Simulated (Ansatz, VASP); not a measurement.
# KZr2: VASP beside Ansatz

```
K Zr
1.0
     0.00000    3.56506    3.56506
     3.56506    0.00000    3.56506
     3.56506    3.56506    0.00000
K Zr
1 2
Direct
  0.00000 0.00000 0.00000
  0.25000 0.25000 0.25000
  0.75000 0.75000 0.75000
```

Change from the starting cell: species swapped into the CeH2 type (Fm-3m, No. 225).

Alike in both runs: task relaxation of cell and atoms; functional PBE; k mesh 12 × 12 × 12; occupations gaussian, width 0.1 eV; no spin polarisation.

|  | VASP | Ansatz |
| --- | --- | --- |
| version | VASP 6.6.1 | Ansatz 0.2.0 |
| potentials or method | VASP PAW PBE potentials, release 64 (K_sv, Zr_sv) | scalar-relativistic, plane waves, PAW |
| plane-wave cutoff (eV) | 600 | 420 |
| valence electrons in the cell | 33 | 33 |

Ansatz gave:

```
gap on the k mesh at the Fermi level, each at its own relaxed structure (eV) : none
relaxed volume (Å³/atom)                                                     : 30.57
relaxed cell length with the largest relative difference (Å)                 : 5.062
```

Problem. Estimate VASP's values.

Solution. gap on the k mesh at the Fermi level, each at its own relaxed structure (eV): none; relaxed volume (Å³/atom): 30.65; relaxed cell length with the largest relative difference (Å): 5.066.

A gap of «none» marks a metal or a gap that the smearing closes.
